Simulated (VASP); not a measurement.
Input for VASP

**KPOINTS**
```
Automatic mesh
0
Gamma
9 9 9
0 0 0
```

### POSCAR
```
Ge
1
    0.0000000000     2.6139413938     2.6139413938
    2.6139413938    -0.0000000000     2.6139413938
    2.6139413938     2.6139413938     0.0000000000
Ge
2
Direct
  0.0000000000   0.0000000000   0.0000000000
  0.2500000000   0.2500000000   0.2500000000
```

INCAR:
```
SYSTEM = Ge
PREC = Accurate
ENCUT = 500
EDIFF = 1E-6
NELM = 100
ALGO = Normal
LREAL = .FALSE.
LASPH = .TRUE.
ISMEAR = 0
SIGMA = 0.05
GGA = PS
LMAXMIX = 4
LWAVE = .FALSE.
LCHARG = .FALSE.
IBRION = 2
ISIF = 3
NSW = 40
EDIFFG = -0.02
PSTRESS = 300
```

POTCAR, in this order: Ge_d (PBE.64 set). Program: vasp_std.

Q: Write an equivalent input for Ansatz.

A: One equivalent input (not run):
Ansatz 0.2 input:
```yaml
crystal:
  lattice:
    - [0.0000000, 2.6139414, 2.6139414]
    - [2.6139414, 0.0000000, 2.6139414]
    - [2.6139414, 2.6139414, 0.0000000]
  atoms:
    - { symbol: Ge, position: [0.0000000, 0.0000000, 0.0000000] }
    - { symbol: Ge, position: [0.2500000, 0.2500000, 0.2500000] }
kpoints:
  mp_grid: { grid: [9, 9, 9] }
hamiltonian:
  xc: pbesol
  pseudopotentials: { kind: paw }
scf:
  occupations: { method: gaussian, width: 0.05 }
  max_iter: 100
relax:
  max_steps: 40
  f_tol: 0.02
  cell: { p_target: 30 }
output: { forces: true, stress: true, eigenvalues: true }
```
The two are equivalent in intent, not identical: each code has its own PAW files, so the cut-off isn't converted (ENCUT is set for VASP's; basis.ecutwfc is left out, and Ansatz then takes the one that its files recommend); Ansatz stops its SCF on the density residual and VASP on the energy change (EDIFF).

The compound is Ge in the diamond structure. This run relaxes it under an external pressure of 30 GPa. Symmetry was kept, so distortions that lower it aren't found.
